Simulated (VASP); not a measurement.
# Sn2GeO3 in VASP: a series of runs, part 2 of 2

VASP 6.6.1.

## Step 3: Relaxation of cell and atoms, PBE

This run uses another cell than the first one, of 16.29 Å³/atom, 0.790 times its volume.

INCAR

```
PREC = Normal ; ENCUT = 520
EDIFF = 1E-4 ; ISMEAR = 0
SIGMA = 0.15 ; LREAL = False
LASPH = True ; NELM = 60
ALGO = Fast ; ISIF = 3
LWAVE = False ; LCHARG = False
GGA = PE ; IBRION = 2
NSW = 24 ; EDIFFG = -0.08
KPAR = 2
```

KPOINTS

```
regular mesh
0
Gamma
  5 5 2
```

POSCAR

```
Sn2GeO3
1.0
    3.5850000000      0.0000000000      0.0000000000
   -1.7925000000      3.1047010700      0.0000000000
    0.0000000000      0.0000000000      8.7800000000
Sn Ge O
2 1 3
Direct
    0.6666666700      0.3333333300      0.6667000000
    0.3333333300      0.6666666700      0.3333000000
    0.0000000000      0.0000000000      0.0000000000
    0.3333333300      0.6666666700      0.8333000000
    0.6666666700      0.3333333300      0.1667000000
    0.0000000000      0.0000000000      0.5000000000
```

Potentials or basis: VASP PAW PBE potentials, release 64 (Sn_d, Ge_d, O).

Command:

```console
> cat potpaw_PBE.64/Sn_d/POTCAR potpaw_PBE.64/Ge_d/POTCAR potpaw_PBE.64/O/POTCAR > POTCAR
> mpirun -np 2 vasp_std > vasp.out
```

OUTCAR:

```text
PREC = Normal
   ENCUT = 520
   EDIFF = 1E-4
   ISMEAR = 0
   LREAL = False
   LASPH = True
   NELM = 60
   ISIF = 3
   GGA = PE
   IBRION = 2
   NSW = 24
   EDIFFG = -0.08

 ion  position               nearest neighbor table
   1  0.667  0.333  0.667-   4 2.53   4 2.53   4 2.53   6 2.54   6 2.54   6 2.54   2 3.59   2 3.59
                             2 3.59
   2  0.333  0.667  0.333-   5 2.53   5 2.53   5 2.53   6 2.54   6 2.54   6 2.54   1 3.59   1 3.59
                             1 3.59
   3  0.000  0.000  0.000-
   4  0.333  0.667  0.833-   1 2.53   1 2.53   1 2.53
   5  0.667  0.333  0.167-   2 2.53   2 2.53   2 2.53
   6  0.000  0.000  0.500-   1 2.54   2 2.54   2 2.54   1 2.54   1 2.54   2 2.54

  LATTYP: Found a hexagonal cell.
 ALAT       =     3.5850000000
 C/A-ratio  =     2.4490934449

  Lattice vectors:

 A1 = (   3.5850000000,   0.0000000000,   0.0000000000)
 A2 = (  -1.7925000000,   3.1047010700,   0.0000000000)
 A3 = (   0.0000000000,   0.0000000000,   8.7800000000)

Analysis of symmetry for initial positions (statically):
=====================================================================
 Subroutine PRICEL returns:
 Original cell was already a primitive cell.

 Routine SETGRP: Setting up the symmetry group for a
 hexagonal supercell.

 Subroutine GETGRP returns: Found 12 space group operations
 (whereof 12 operations were pure point group operations)
 out of a pool of 24 trial point group operations.

The static configuration has the point symmetry D_3d.

Analysis of symmetry for dynamics (positions and initial velocities):
=====================================================================
 Subroutine PRICEL returns:
 Original cell was already a primitive cell.

 Routine SETGRP: Setting up the symmetry group for a
 hexagonal supercell.

 Subroutine GETGRP returns: Found 12 space group operations
 (whereof 12 operations were pure point group operations)
 out of a pool of 24 trial point group operations.

[... 117 lines left out ...]
   LORBIT       =      0    0 simple, 1 ext, 2 COOP (PROOUT), +10 PAW based schemes
   GGA     = PE    functional components
   LHFCALC =     F    Hartree Fock is set to
   AEXX    =    0.0000 exact exchange contribution
   IVDW    =     0    specifies the selected vdW correction
   LEPSILON=     F    determine dielectric tensor
   LRPA    =     F    only Hartree local field effects (RPA)
 conjugate gradient relaxation of ions
 non-spin polarized calculation
 RMM-DIIS sequential band-by-band and
 Gauss-broadening in eV      SIGMA  =   0.15
  energy-cutoff  :      520.00
  volume of cell :       97.72
 maximum number of plane-waves:      2684
   NGX = 13   NGY = 13   NGZ = 33

--------------------------------------- Ionic step        1  -------------------------------------------

 number of electron      59.9999968 magnetization

 Free energy of the ion-electron system (eV)
  ---------------------------------------------------
  ext. energy  EPLUGINS =         0.00000000
  ---------------------------------------------------
  free energy    TOTEN  =       -31.53405668 eV

  energy without entropy =      -31.53403976  energy(sigma->0) =      -31.53404822

------------------------ aborting loop because EDIFF is reached ----------------------------------------

  FORCE on cell =-STRESS in cart. coord.  units (eV):
  Direction    XX          YY          ZZ          XY          YZ          ZX
  --------------------------------------------------------------------------------------
  -------------------------------------------------------------------------------------
  Total       -1.6394623     -1.6394623     -1.9276832      0.0000000      0.0000000     -0.0000000
  in kB      -26.8787176    -26.8787176    -31.6040525      0.0000000      0.0000000     -0.0000000
  external PRESSURE =     -28.4538292 kB  Pullay stress =       0.0000000 kB
[... 101 lines left out ...]
  FREE ENERGIE OF THE ION-ELECTRON SYSTEM (eV)
  ---------------------------------------------------
  free  energy   TOTEN  =       -31.5980004226 eV

  energy  without entropy=      -31.5979749002  energy(sigma->0) =      -31.59798766

[... ionic steps 4 to 7 ...]

--------------------------------------- Ionic step        8  -------------------------------------------

 number of electron      59.9999996 magnetization

------------------------ aborting loop because EDIFF is reached ----------------------------------------
[... 75 lines left out ...]
--------------------------------------- Ionic step       10  -------------------------------------------

 number of electron      59.9999999 magnetization

 Free energy of the ion-electron system (eV)
  ---------------------------------------------------
  ext. energy  EPLUGINS =         0.00000000
  ---------------------------------------------------
  free energy    TOTEN  =       -31.67367747 eV

  energy without entropy =      -31.67367288  energy(sigma->0) =      -31.67367517

 E-fermi :   7.1445     XC(G=0): -10.8245

 val. band max:        6.7106302978   @ k =   0.4000   0.2000   0.5000
 cond. band min:       7.5374654937   @ k =   0.0000   0.0000   0.5000
 fundamental gap:      0.8268351959
 Fermi energy:         7.1445117103

 k-point     1 :       0.0000    0.0000    0.0000
  band No.  band energies     occupation
      1     -17.9366      2.00000
      2     -17.9279      2.00000
      3     -17.9279      2.00000
      4     -17.9181      2.00000
      5     -17.9181      2.00000
      6     -14.5352      2.00000
[... 412 lines left out ...]
  FREE ENERGIE OF THE ION-ELECTRON SYSTEM (eV)
  ---------------------------------------------------
  free  energy   TOTEN  =       -31.6736774679 eV

  energy  without entropy=      -31.6736728750  energy(sigma->0) =      -31.67367517

 reached required accuracy - stopping structural energy minimisation
```

OSZICAR:

```text
N       E                     dE             d eps       ncg     rms          rms(c)
DAV:   1     0.680070051359E+03    0.68007E+03   -0.29853E+04   844   0.326E+03
DAV:   2     0.104823533683E+03   -0.57525E+03   -0.55835E+03   736   0.793E+02
DAV:   3    -0.262858339793E+02   -0.13111E+03   -0.12778E+03   852   0.248E+02
DAV:   4    -0.367189755355E+02   -0.10433E+02   -0.99623E+01   836   0.740E+01
[... 104 lines left out ...]
       N       E                     dE             d eps       ncg     rms          rms(c)
DAV:   1    -0.316744114004E+02   -0.60280E-03   -0.13978E-02   888   0.140E+00    0.184E-01
RMM:   2    -0.316738218736E+02    0.58953E-03   -0.19849E-03   837   0.349E-01    0.690E-02
RMM:   3    -0.316737194188E+02    0.10245E-03   -0.44206E-04   623   0.169E-01    0.325E-02
RMM:   4    -0.316736774679E+02    0.41951E-04   -0.12366E-04   473   0.104E-01
  10 F= -.31673677E+02 E0= -.31673675E+02  d E =-.118501E-01
```

CONTCAR:

```text
Sn2GeO3
   1.00000000000000
     3.5529297151914339    0.0000000000000000   -0.0000000000000000
    -1.7764648575957169    3.0769273887236057    0.0000000000000000
     0.0000000000000000    0.0000000000000000    8.6368269226626335
  Sn              Ge              O
     2     1     3
Direct
     0.6666666699999979    0.3333333300000021    0.6764557188016823
     0.3333333300000021    0.6666666699999979    0.3235442811983177
     0.0000000000000000    0.0000000000000000    0.0000000000000000
     0.3333333300000021    0.6666666699999979    0.8473919920303460
     0.6666666699999979    0.3333333300000021    0.1526080079696543
     0.0000000000000000    0.0000000000000000    0.5000000000000000

  0.00000000E+00  0.00000000E+00  0.00000000E+00
  0.00000000E+00  0.00000000E+00  0.00000000E+00
  0.00000000E+00  0.00000000E+00  0.00000000E+00
  0.00000000E+00  0.00000000E+00  0.00000000E+00
  0.00000000E+00  0.00000000E+00  0.00000000E+00
  0.00000000E+00  0.00000000E+00  0.00000000E+00
```

It took 71 s on 2 MPI ranks of Intel Xeon Platinum 8488C (Sapphire Rapids), shared host; peak memory 0.16 GiB.

What came out:

```
Free energy                            : -31.6737 eV
Relaxed volume                         : 15.74 Å³/atom
Relaxed cell                           : a = 3.553 Å, b = 3.553 Å, c = 8.637 Å, α = 90.00°, β = 90.00°, γ = 120.00°
Space group after relaxing (to 0.05 Å) : P-3m1 (No. 164)
Energy gained by relaxing              : 23.3 meV/atom
Ionic steps                            : 10
Pressure after relaxing                : -0.5 GPa
Largest force after relaxing           : 0.069 eV/Å
Band gap on the k mesh                 : 0.83 eV, indirect (least direct gap 0.91 eV)
```

Forces in eV/Å, atoms in the order of the input:
```
Sn   0.000  0.000 -0.053
Sn   0.000  0.000  0.053
Ge   0.000  0.000  0.000
O    0.000  0.000  0.069
O    0.000  0.000 -0.069
O    0.000  0.000  0.000
```

Step by step:
```tsv
step	energy change (eV)	largest force (eV/Å)	pressure (GPa)	volume (Å³)
1	0.0000	0.4955	-2.85	97.72
2	-0.0663	0.5036	0.37	93.69
3	-0.0639	0.5102	2.07	92.36
4	-0.1107	0.3099	2.06	92.45
5	-0.1244	0.2025	1.98	92.50
6	-0.1205	0.3531	1.72	92.60
7	-0.1278	0.1490	1.90	92.53
8	-0.1331	0.0254	-1.53	95.69
9	-0.1397	0.0998	-0.04	94.32
10	-0.1396	0.0692	-0.52	94.42
```

Final structure:
```xyz
6
Lattice="3.5529 0.0000 0.0000 -1.7765 3.0769 0.0000 0.0000 0.0000 8.6368" Properties=species:S:1:pos:R:3 pbc="T T T"
Sn    1.7765    1.0256    5.8424
Sn    0.0000    2.0513    2.7944
Ge    0.0000    0.0000    0.0000
O     0.0000    2.0513    7.3188
O     1.7765    1.0256    1.3180
O     0.0000    0.0000    4.3184
```

Caveat: spin-orbit coupling is left out, which moves the levels of the heavy elements; an odd mesh through Γ misses points on the zone boundary, where band edges often lie; the relaxation stopped at a loose force limit of 0.08 eV/Å, so its end isn't a converged minimum.
